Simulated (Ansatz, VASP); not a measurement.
# Gd (Gadolinium) in two plane-wave programs, part 2 of 3

One calculation is typed for both programs; each brings its own data sets and cutoff. How far apart do they land?

VASP 6.6.1 and Ansatz 0.2.0.

So far. Step 2 (Ansatz: single point, LDA, DFT+U): The run ends at a pressure of -3.70 GPa.

**3. VASP: single point, LDA, DFT+U**

Level of this step: LDA, DFT+U (Gd f 5 eV), spin-polarised from a ferromagnetic start; plane waves and PAW (Gd) (VASP).

The same cell, functional (in two slightly different forms), mesh and smearing now go to VASP, with its own data sets and cutoff.

Lines of VASP's logs that name or quote its potential files are left out, and so is its time.

The input, INCAR:

```
SYSTEM = Gd
PREC = Accurate
ENCUT = 450
EDIFF = 1E-06
NELM = 150
ISMEAR = 1
SIGMA = 0.2
LREAL = .FALSE.
ALGO = Normal
GGA = CA
NBANDS = 34
ISPIN = 2
MAGMOM = 7 7
LDAU = .TRUE.
LDAUTYPE = 2
LDAUL = 3
LDAUU = 5
LDAUJ = 0
LDAUPRINT = 1
LASPH = .TRUE.
LMAXMIX = 6
AMIX = 0.2
BMIX = 1E-04
AMIX_MAG = 0.8
BMIX_MAG = 1E-04
LORBIT = 11
LWAVE = .FALSE.
LCHARG = .FALSE.
KPAR = 4
ISIF = 2
```

The input, POSCAR:

```
Gd
1.0
    3.6360000000      0.0000000000      0.0000000000
   -1.8180000000      3.1488683682      0.0000000000
    0.0000000000      0.0000000000      5.7826000000
Gd
2
Direct
    0.3333333333      0.6666666667      0.2500000000
    0.6666666667      0.3333333333      0.7500000000
```

The input, KPOINTS:

```
Automatic mesh
0
Gamma
7 7 4
0 0 0
```

The projector-augmented-wave data sets are Gd (PBE family, release 64).

Started as:

```bash
$ mpirun -np 4 vasp_std
```

Numbers of over 12 decimals in the logs are rounded to 6 here.

Log:

```text
[banner, memory and clock lines left out]
running    4 mpi-ranks, on    1 nodes
 distrk:  each k-point on    1 cores,    4 groups
 distr:  one band on    1 cores,    1 groups

 POSCAR found type information on POSCAR Gd
 POSCAR found :  1 types and       2 ions
|                                                                             |
|               ----> ADVICE to this user running VASP <----                  |
|                                                                             |
|     You enforced a specific xc type in the INCAR file but a different       |
|     [... a line on the potential file left out ...]
|     I HOPE YOU KNOW WHAT YOU ARE DOING!                                     |
|                                                                             |

 LDA part: xc-table for (Slater(with rela. corr.)+CA(PZ))
 , standard interpolation
 POSCAR, INCAR and KPOINTS ok, starting setup
 FFT: planning ... GRIDC
 FFT: planning ... GRID_SOFT
 FFT: planning ... GRID
 WAVECAR not read
 entering main loop
       N       E                     dE             d eps       ncg     rms          rms(c)
DAV:   1     0.258075575817E+03    0.25808E+03   -0.10561E+04  4632   0.461E+03
DAV:   2     0.431692914569E+02   -0.21491E+03   -0.18525E+03  4680   0.433E+02
DAV:   3    -0.441873944624E+01   -0.47588E+02   -0.46039E+02  5300   0.149E+02
DAV:   4    -0.123388382071E+02   -0.79201E+01   -0.78600E+01  6334   0.506E+01
DAV:   5    -0.132240124817E+02   -0.88517E+00   -0.88275E+00  6278   0.169E+01    0.535E+01
DAV:   6    -0.219474139830E+02   -0.87234E+01   -0.85554E+00  5324   0.859E+01    0.358E+01
DAV:   7    -0.226134811109E+02   -0.66607E+00   -0.17829E+00  5816   0.161E+01    0.431E+01
DAV:   8    -0.226372928735E+02   -0.23812E-01   -0.20935E-01  6200   0.231E+00    0.551E+01
DAV:   9    -0.226362296555E+02    0.10632E-02   -0.53058E-02  5070   0.248E+00    0.339E+01
DAV:  10    -0.226401682166E+02   -0.39386E-02   -0.39533E-02  5654   0.150E+00    0.623E+00
DAV:  11    -0.226425056173E+02   -0.23374E-02   -0.37905E-03  6004   0.393E-01    0.141E+00
DAV:  12    -0.226417826365E+02    0.72298E-03   -0.10558E-03  5150   0.407E-01    0.105E+00
DAV:  13    -0.226414647829E+02    0.31785E-03   -0.83124E-04  5798   0.270E-01    0.130E+00
DAV:  14    -0.226414210099E+02    0.43773E-04   -0.32816E-04  5914   0.746E-02    0.256E-01
DAV:  15    -0.226414071429E+02    0.13867E-04   -0.72141E-05  5332   0.117E-01    0.435E-02
DAV:  16    -0.226414055029E+02    0.16400E-05   -0.16181E-05  5982   0.385E-02    0.102E-01
DAV:  17    -0.226414054258E+02    0.77114E-07   -0.14444E-06  3606   0.850E-03
   1 F= -.22641405E+02 E0= -.22641602E+02  d E =0.589972E-03  mag=    15.4889
```

OUTCAR, selected parts (step 3):

```text
ion  position               nearest neighbor table
   1  0.333  0.667  0.250-
   2  0.667  0.333  0.750-

  LATTYP: Found a hexagonal cell.
 ALAT       =     3.6360000000
 C/A-ratio  =     1.5903740374

 Subroutine GETGRP returns: Found 24 space group operations
 (whereof 12 operations were pure point group operations)

The static configuration has the point symmetry D_3d.
 The point group associated with its full space group is D_6h.

 Found     24 irreducible k-points:

   k-points           NKPTS =     24   k-points in BZ     NKDIM =     24   number of bands    NBANDS=     34

   dimension x,y,z NGX =    28 NGY =   28 NGZ =   40
   dimension x,y,z NGXF=    56 NGYF=   56 NGZF=   80

   ENCUT  =  450.0 eV  33.07 Ry    5.75 a.u.   6.29  6.29 10.00*2*pi/ulx,y,z

   NELECT =      36.0000    total number of electrons

 k-points in reciprocal lattice and weights: Automatic mesh
   0.00000000  0.00000000  0.00000000       0.005
   0.14285714 -0.00000000  0.00000000       0.031
   0.28571429  0.00000000  0.00000000       0.031
   0.42857143 -0.00000000  0.00000000       0.031
   0.14285714  0.14285714  0.00000000       0.031
   0.28571429  0.14285714  0.00000000       0.061
   0.42857143  0.14285714  0.00000000       0.031
   0.28571429  0.28571429  0.00000000       0.031
   0.00000000  0.00000000  0.25000000       0.010
[...]
0.42857143  0.14285714  0.50000000       0.031
   0.28571429  0.28571429  0.50000000       0.031

atom =   1  type =  1  l = 3

 onsite density matrix

spin component  1

  0.9901  0.0000  0.0000  0.0000 -0.0000  0.0000 -0.0000
  0.0000  0.9895 -0.0000 -0.0000 -0.0000  0.0000  0.0000
  0.0000 -0.0000  0.9891 -0.0000 -0.0000  0.0000  0.0000
  0.0000 -0.0000 -0.0000  0.9900  0.0000  0.0000 -0.0000
 -0.0000 -0.0000 -0.0000  0.0000  0.9891  0.0000  0.0000
  0.0000  0.0000  0.0000  0.0000  0.0000  0.9895 -0.0000
 -0.0000  0.0000  0.0000 -0.0000  0.0000 -0.0000  0.9891

spin component  2

  0.0014 -0.0000  0.0000  0.0000 -0.0000 -0.0000  0.0000
 -0.0000  0.0014 -0.0000  0.0000 -0.0000 -0.0000 -0.0000
  0.0000 -0.0000  0.0008  0.0000 -0.0000 -0.0000  0.0000
  0.0000  0.0000  0.0000  0.0009  0.0000  0.0000  0.0000
 -0.0000 -0.0000 -0.0000  0.0000  0.0008 -0.0000  0.0000
 -0.0000 -0.0000 -0.0000  0.0000 -0.0000  0.0014  0.0000
  0.0000 -0.0000  0.0000  0.0000  0.0000  0.0000  0.0007

 occupancies and eigenvectors

  o =  0.0007  v =  0.0000  0.0000  0.0000  0.0000  0.0000  0.0000  0.0000 -0.0000 -0.0000 -0.0000  0.0000 -0.0000  0.0000  1.0000      0.0000  0.0000  0.0000  0.0000  0.0000  0.0000  0.0000  0.0000  0.0000  0.0000  0.0000  0.0000  0.0000  0.0000
  o =  0.0008  v =  0.0000  0.0000  0.0000  0.0000  0.0000  0.0000  0.0000 -0.0000  0.0000  0.0004 -0.0000  1.0000 -0.0000  0.0000      0.0000  0.0000  0.0000  0.0000  0.0000  0.0000  0.0000  0.0000  0.0000  0.0000  0.0000  0.0000  0.0000  0.0000
  o =  0.0008  v =  0.0000  0.0000  0.0000  0.0000  0.0000  0.0000  0.0000 -0.0000  0.0000  1.0000 -0.0000 -0.0004  0.0000 -0.0000      0.0000  0.0000  0.0000  0.0000  0.0000  0.0000  0.0000  0.0000  0.0000  0.0000  0.0000  0.0000  0.0000  0.0000
  o =  0.0009  v =  0.0000  0.0000  0.0000  0.0000  0.0000  0.0000  0.0000  0.0000 -0.0000 -0.0000 -1.0000 -0.0000  0.0000  0.0000      0.0000  0.0000  0.0000  0.0000  0.0000  0.0000  0.0000  0.0000  0.0000  0.0000  0.0000  0.0000  0.0000  0.0000
  o =  0.0014  v =  0.0000  0.0000  0.0000  0.0000  0.0000  0.0000  0.0000  0.0000  0.9640 -0.0000  0.0000  0.0000  0.2659  0.0000      0.0000  0.0000  0.0000  0.0000  0.0000  0.0000  0.0000  0.0000  0.0000  0.0000  0.0000  0.0000  0.0000  0.0000
  o =  0.0014  v =  0.0000  0.0000  0.0000  0.0000  0.0000  0.0000  0.0000 -0.0000  0.2659 -0.0000 -0.0000 -0.0000 -0.9640  0.0000      0.0000  0.0000  0.0000  0.0000  0.0000  0.0000  0.0000  0.0000  0.0000  0.0000  0.0000  0.0000  0.0000  0.0000
  o =  0.0014  v =  0.0000  0.0000  0.0000  0.0000  0.0000  0.0000  0.0000 -1.0000  0.0000 -0.0000 -0.0000  0.0000  0.0000 -0.0000      0.0000  0.0000  0.0000  0.0000  0.0000  0.0000  0.0000  0.0000  0.0000  0.0000  0.0000  0.0000  0.0000  0.0000
  o =  0.9891  v =  0.0000  0.0000 -0.0000 -0.0000 -0.0000  0.0000  1.0000  0.0000  0.0000  0.0000  0.0000  0.0000  0.0000  0.0000      0.0000  0.0000  0.0000  0.0000  0.0000  0.0000  0.0000  0.0000  0.0000  0.0000  0.0000  0.0000  0.0000  0.0000
[...]
o =  0.0014  v =  0.0000  0.0000  0.0000  0.0000  0.0000  0.0000  0.0000  0.0000 -1.0000  0.0000  0.0000 -0.0000  0.0075  0.0000      0.0000  0.0000  0.0000  0.0000  0.0000  0.0000  0.0000  0.0000  0.0000  0.0000  0.0000  0.0000  0.0000  0.0000
  o =  0.0014  v =  0.0000  0.0000  0.0000  0.0000  0.0000  0.0000  0.0000 -1.0000 -0.0000 -0.0000 -0.0000  0.0000 -0.0000  0.0000      0.0000  0.0000  0.0000  0.0000  0.0000  0.0000  0.0000  0.0000  0.0000  0.0000  0.0000  0.0000  0.0000  0.0000
  o =  0.9891  v =  0.0000 -0.0000  0.0000  0.0000  0.0000  0.0000 -1.0000  0.0000  0.0000  0.0000  0.0000  0.0000  0.0000  0.0000      0.0000  0.0000  0.0000  0.0000  0.0000  0.0000  0.0000  0.0000  0.0000  0.0000  0.0000  0.0000  0.0000  0.0000
  o =  0.9891  v =  0.0000  0.0000 -0.0000 -0.0000 -1.0000 -0.0000 -0.0000  0.0000  0.0000  0.0000  0.0000  0.0000  0.0000  0.0000      0.0000  0.0000  0.0000  0.0000  0.0000  0.0000  0.0000  0.0000  0.0000  0.0000  0.0000  0.0000  0.0000  0.0000
  o =  0.9891  v = -0.0000 -0.0000  1.0000 -0.0000 -0.0000  0.0000 -0.0000  0.0000  0.0000  0.0000  0.0000  0.0000  0.0000  0.0000      0.0000  0.0000  0.0000  0.0000  0.0000  0.0000  0.0000  0.0000  0.0000  0.0000  0.0000  0.0000  0.0000  0.0000
  o =  0.9895  v = -0.0000  0.9989  0.0000 -0.0000  0.0000  0.0468 -0.0000  0.0000  0.0000  0.0000  0.0000  0.0000  0.0000  0.0000      0.0000  0.0000  0.0000  0.0000  0.0000  0.0000  0.0000  0.0000  0.0000  0.0000  0.0000  0.0000  0.0000  0.0000
  o =  0.9895  v =  0.0000  0.0468  0.0000  0.0000  0.0000 -0.9989 -0.0000  0.0000  0.0000  0.0000  0.0000  0.0000  0.0000  0.0000      0.0000  0.0000  0.0000  0.0000  0.0000  0.0000  0.0000  0.0000  0.0000  0.0000  0.0000  0.0000  0.0000  0.0000
  o =  0.9900  v = -0.0000 -0.0000  0.0000  1.0000 -0.0000  0.0000  0.0000  0.0000  0.0000  0.0000  0.0000  0.0000  0.0000  0.0000      0.0000  0.0000  0.0000  0.0000  0.0000  0.0000  0.0000  0.0000  0.0000  0.0000  0.0000  0.0000  0.0000  0.0000
  o =  0.9901  v =  1.0000  0.0000  0.0000  0.0000 -0.0000  0.0000  0.0000  0.0000  0.0000  0.0000  0.0000  0.0000  0.0000  0.0000      0.0000  0.0000  0.0000  0.0000  0.0000  0.0000  0.0000  0.0000  0.0000  0.0000  0.0000  0.0000  0.0000  0.0000

 average (electrostatic) potential at core
       1 -43.1221       2 -43.1221

 E-fermi :   2.7369

 spin component 1
 k-point     1 :       0.0000    0.0000    0.0000
  band No.  band energies     occupation
    ...
     20      -4.7349      1.00000
     21      -4.7117      1.00000
     22      -4.7071      1.00000
     23      -2.3134      1.00000
     24       0.2449      1.00000
     25       3.8312     -0.00000
     26       3.9349     -0.00000
     27       3.9349     -0.00000
     28       4.1080     -0.00000
     29       4.5576     -0.00000
    ...

 k-point     2 :       0.1429   -0.0000    0.0000
  band No.  band energies     occupation
    ...
     20      -4.7408      1.00000
     21      -4.7250      1.00000
     22      -4.7180      1.00000
     23      -1.8453      1.00000
     24       0.6893      1.00000
     25       3.1789     -0.00383
     26       3.1861     -0.00333
     27       4.1113     -0.00000
     28       4.3991     -0.00000
     29       4.6611     -0.00000
    ...

 k-point     3 :       0.2857    0.0000    0.0000
  band No.  band energies     occupation
    ...
     22      -4.7197      1.00000
     23      -0.6806      1.00000
     24       1.3036      1.00000
     25       2.1029      1.00004
     26       2.6221      0.90798
     27       3.6860     -0.00000
     28       4.0951     -0.00000
     29       4.1242     -0.00000
     30       5.6980     -0.00000
     31       5.7335     -0.00000
    ...

 k-point     4 :       0.4286   -0.0000    0.0000
  band No.  band energies     occupation
    ...
     22      -4.7174      1.00000
     23       0.4045      1.00000
     24       1.0256      1.00000
     25       1.4413      1.00000
     26       2.6311      0.88556
     27       3.7118     -0.00000
     28       3.8100     -0.00000
     29       4.2803     -0.00000
     30       7.3502      0.00000
     31       7.4677      0.00000
    ...

 k-point     5 :       0.1429    0.1429    0.0000
  band No.  band energies     occupation
    ...
     22      -4.7294      1.00000
     23      -1.0071      1.00000
     24       1.3730      1.00000
     25       2.4166      1.02301
     26       2.5159      1.03286
     27       3.7068     -0.00000
     28       3.8906     -0.00000
     29       4.5730     -0.00000
     30       5.1126     -0.00000
     31       5.3690     -0.00000
    ...

 k-point     6 :       0.2857    0.1429    0.0000
  band No.  band energies     occupation
    ...
     22      -4.7293      1.00000
     23       0.2558      1.00000
     24       1.5455      1.00000
     25       1.6814      1.00000
     26       2.3285      1.00697
     27       3.4658     -0.00000
     28       3.9282     -0.00000
     29       4.0537     -0.00000
     30       6.0436     -0.00000
     31       6.8386      0.00000
    ...

  Total       -1.5817323     -1.5817323     -1.5897133      0.0000000      0.0000000      0.0000000
  in kB      -38.2773646    -38.2773646    -38.4705015      0.0000000      0.0000000      0.0000000
  external PRESSURE =     -38.3417436 kB  Pullay stress =       0.0000000 kB

  energy-cutoff  :      450.00
  volume of cell :       66.21
      direct lattice vectors                 reciprocal lattice vectors
     3.636000000  0.000000000  0.000000000     0.275027503  0.158787203  0.000000000
    -1.818000000  3.148868368  0.000000000     0.000000000  0.317574405  0.000000000
     0.000000000  0.000000000  5.782600000     0.000000000  0.000000000  0.172932591

 POSITION                                       TOTAL-FORCE (eV/Angst)
 -----------------------------------------------------------------------------------
     -0.00000      2.09925      1.44565        -0.000000      0.000000      0.000000
      1.81800      1.04962      4.33695         0.000000     -0.000000      0.000000
 -----------------------------------------------------------------------------------
    total drift:                                0.000000     -0.000000      0.000000

  FREE ENERGIE OF THE ION-ELECTRON SYSTEM (eV)
  ---------------------------------------------------
  free  energy   TOTEN  =       -22.6414054258 eV

  energy  without entropy=      -22.6419953980  energy(sigma->0) =      -22.64160208

 total charge
# of ion       s       p       d       f       tot
--------------------------------------------------
    1        2.073   5.531   0.617   6.929  15.150
    2        2.073   5.531   0.617   6.929  15.150
--------------------------------------------------
tot          4.147  11.062   1.234  13.857  30.300

 magnetization (x)
# of ion       s       p       d       f       tot
--------------------------------------------------
    1        0.005  -0.033   0.239   6.914   7.124
    2        0.005  -0.033   0.239   6.914   7.124
--------------------------------------------------
tot          0.010  -0.067   0.478  13.827  14.249

[... 6 further parts left out ...]
```

The magnetic state follows from one typed start and may not be the lowest. The k-mesh is coarse for a metal. The PAW data sets were made with PBE, a small mismatch for LDA. At this level the cell is under a tension of 3.8 GPa, so at these settings it is away from equilibrium.

**4. Side by side**

Known differences besides the potentials themselves: U acts on the PAW sphere in VASP and on atomic orbitals in Ansatz, so only states and trends compare; the two LDA forms differ slightly; the cutoff is 420 eV in Ansatz and 450 eV in VASP; Ansatz makes its cores anew for this functional, VASP keeps those of its PBE data sets; VASP's log shows a relativistic correction to its local exchange, Ansatz's none; site moments are counted in spheres of each program's own size. Total energies have different zeros and are not compared.

Compared:

```tsv
quantity	Ansatz	VASP	difference
pressure (GPa)	-3.70	-3.83	+0.13
total moment (μB)	15.58	15.49	+0.09
moment on Gd1 (μB)	7.49	7.12	+0.36
moment on Gd2 (μB)	7.49	7.12	+0.36
```

Ansatz's pressure holds a Pulay correction of 0.04 GPa; VASP's holds none.

**5. Ansatz: band structure, LDA, DFT+U**

With cell and atoms fixed, the geometry can't cause a difference; cores, projectors, grids and the points listed under the comparison can. The cell compared in this pair holds 59.49 Å³, against 66.21 Å³ for the pair before.

The cell is taken from a series of VASP runs on this material, whose earlier steps may have relaxed, scaled or displaced it; both programs get it as it stands.

The input, input.yaml:

```yaml
crystal:
  lattice:
    - [3.5030593686, 0.0, 0.0]
    - [-1.7515296843, 3.0337384041, 0.0]
    - [0.0, 0.0, 5.597624919]
  atoms:
    - { symbol: Gd, position: [0.3333333333, 0.6666666667, 0.25], spin: 7.115 }
    - { symbol: Gd, position: [0.6666666667, 0.3333333333, 0.75], spin: 7.115 }
hamiltonian:
  xc: lda
  pseudopotentials: { kind: paw }
  hubbard: { sites: [{ species: Gd, l: f, u_eff: 5.0 }] }
magnetization:
  spin_polarized: true
kpoints:
  mp_grid: { grid: [7, 7, 4] }
  band_path:
    path:
      - [0.0, 0.0, 0.0]
      - [0.13333, 0.0, 0.0]
      - [0.3, 0.0, 0.0]
      - [0.46667, 0.0, 0.0]
      - [0.46667, 0.06667, 0.0]
      - [0.41111, 0.17778, 0.0]
      - [0.35556, 0.28889, 0.0]
      - [0.28889, 0.28889, 0.0]
      - [0.17778, 0.17778, 0.0]
      - [0.06667, 0.06667, 0.0]
      - [0.0, 0.0, 0.03333]
      - [0.0, 0.0, 0.2]
      - [0.0, 0.0, 0.36667]
      - [0.0, 0.0, 0.5]
      - [0.16667, 0.0, 0.5]
      - [0.3, 0.0, 0.5]
      - [0.46667, 0.0, 0.5]
      - [0.46667, 0.06667, 0.5]
      - [0.41111, 0.17778, 0.5]
      - [0.35556, 0.28889, 0.5]
      - [0.28889, 0.28889, 0.5]
      - [0.17778, 0.17778, 0.5]
      - [0.06667, 0.06667, 0.5]
      - [0.5, 0.0, 0.46667]
      - [0.5, 0.0, 0.3]
      - [0.5, 0.0, 0.13333]
      - [0.33333, 0.33333, 0.0]
      - [0.33333, 0.33333, 0.16667]
      - [0.33333, 0.33333, 0.33333]
      - [0.33333, 0.33333, 0.5]
    npoints: 1
scf:
  occupations: { method: methfessel_paxton, width: 0.2 }
  n_extra_bands: 16
output:
  forces: true
  stress: true
  eigenvalues: true
  write_density: true
  write_potential: true
  elf: true
  volumetric_format: npy
```

Started as:

```bash
$ ansatz run input.yaml --threads 2 --pin off --max-ram 4608MiB --backend cpu --events-out ev --progress --plain --runs-dir out
```

Log:

```text
[...]
Crystal: 2 atoms, lattice volume = 59.488 Å³
Basis set: ecut = 420 eV, 1117 PW (Γ)
Bands: 34, of which v1, the nominal top of the filled ones, is band 18 counted from 1 (17 counted from 0)
Symmetry: 24 space group operations
[...]
k-points: 24 of 196
[...]
k-point 1 ↑: bands = [... 14 lower, 6.0896, 6.1203, 6.1446, 6.1446, 6.1908, 6.1908, 6.2109, 6.2155, ... 12 higher]
  k-point 2 ↑: bands = [... 14 lower, 6.0932, 6.0932, 6.1838, 6.1838, 6.1838, 6.1838, 6.2132, 6.2132, ... 12 higher]
  k-point 23 ↓: bands = [... 14 lower, 15.8325, 15.8325, 16.0859, 16.0859, 16.1958, 16.1958, 16.2945, 16.2945, ... 12 higher]
Occupation matrices written to <dir>
[key lines of the parts left out:]
SCF converged after 12 iterations (7 of them in the search for the orbital order of the open f shells)
Magnetization: 15.4441 μB (25.7220 up, 10.2780 down)
Free energy (F): -18253.449153 eV
Fermi energy:    13.570714 eV
P = ⅓ Tr σ = 0.2166 GPa (2.166 kbar)
```

It took 11 s on 2 threads of Arm Neoverse V2, shared host; peak memory 0.4 GiB.

(Part 2 of 3 ends here.)

[Lines on the potential files, build, host, timing and source positions are cut from VASP's logs without a mark.]

[Logs are printed without paths, hosts, clocks, repeated set-up lines and the standing remarks that a program may print on its own settings, such as how far it seeks lower states.]

[Hosts, paths, dates, database ids (printed as entryN), source tags and the programs' standing remarks are cut or masked in the printed files.]
